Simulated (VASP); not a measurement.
Calculation: optB88-vdW, VASP's PBE PAW potentials (set 64) (plane waves; VASP 6.6.1).

VASP input:

KPOINTS:
```
Automatic
0
G
7 7 2
```

### POSCAR
```
MoS2
1
    1.5967136071    -2.7655888081     0.0000000000
    1.5967136071     2.7655888081    -0.0000000000
    0.0000000000     0.0000000000    12.4660881377
Mo S
2 4
Direct
  0.3333330000   0.6666670000   0.2500000000
  0.6666670000   0.3333330000   0.7500000000
  0.3333330000   0.6666670000   0.8759251023
  0.6666670000   0.3333330000   0.3759251023
  0.6666670000   0.3333330000   0.1240748977
  0.3333330000   0.6666670000   0.6240748977
```

### INCAR
```
! general
SYSTEM   = MoS2
PREC     = Accurate
ENCUT    = 520
LREAL    = .FALSE.
LASPH    = .TRUE.

! electronic loop
EDIFF    = 1E-6
NELM     = 100
ALGO     = Normal
LMAXMIX  = 4

! smearing
ISMEAR   = 0
SIGMA    = 0.05

! functional
GGA      = BO
LUSE_VDW = .TRUE.
AGGAC    = 0.0
PARAM1   = 0.1833333333
PARAM2   = 0.22

! ions
IBRION   = 2
NSW      = 60
ISIF     = 3
EDIFFG   = -0.02

! output
LWAVE    = .FALSE.
LCHARG   = .FALSE.
```

POTCAR, in this order: Mo_sv S (PBE.64 set). Program: vasp_std.

What does the run give for the energy per atom (σ→0)?

```
Item                           Result
---------------------  --------------
energy per atom (σ→0)  -5.222 eV/atom
```

### OSZICAR
```
...
DAV:   8    -0.313277788649E+02    0.32512E+00   -0.15413E+00  1362   0.672E+00    0.288E+00
DAV:   9    -0.313404525532E+02   -0.12674E-01   -0.17205E-01  1323   0.197E+00    0.137E+00
DAV:  10    -0.313312233498E+02    0.92292E-02   -0.79349E-02  1259   0.150E+00    0.379E-01
DAV:  11    -0.313311012996E+02    0.12205E-03   -0.31997E-03  1202   0.311E-01    0.244E-01
DAV:  12    -0.313308613194E+02    0.23998E-03   -0.98862E-04  1259   0.157E-01    0.908E-02
DAV:  13    -0.313308428754E+02    0.18444E-04   -0.19198E-04  1285   0.701E-02    0.171E-02
DAV:  14    -0.313308438304E+02   -0.95505E-06   -0.84302E-06  1106   0.163E-02
   1 F= -.31330844E+02 E0= -.31330844E+02  d E =-.313308E+02
```

The compound is MoS2 in the 2H layered structure. It was relaxed first. The start is the result of an earlier pass.
